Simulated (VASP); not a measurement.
```yaml
crystal:
  lattice:
    - [0.00000, 2.93074, 2.93074]
    - [2.93074, 0.00000, 2.93074]
    - [2.93074, 2.93074, 0.00000]
  atoms:
    - { symbol: Pb, position: [0.00000, 0.00000, 0.00000] }
    - { symbol: F, position: [0.75000, 0.75000, 0.75000] }
    - { symbol: F, position: [0.25000, 0.25000, 0.25000] }
```

Calculation: PBE0 hybrid, VASP's PBE PAW potentials (set 64) (plane waves; VASP 6.6.1). Settings: 400 eV cut-off, 5×5×5 Γ-centred mesh, Gaussian smearing of 0.010 eV, potentials Pb_d F.

At this cut-off the stress carries a Pulay error, which pulls relaxed volumes low.

Task: What does the run give for the energy per atom (σ→0), pressure?

Result: 
- energy per atom (σ→0): -613.3 kJ/mol of atoms
- pressure: -30.7 kbar

Only differences to runs with the same potentials and settings are physical.

The structure comes from a computed database's PbF2 entry; how it stands against other phases isn't given here. The cell was not relaxed at this level.
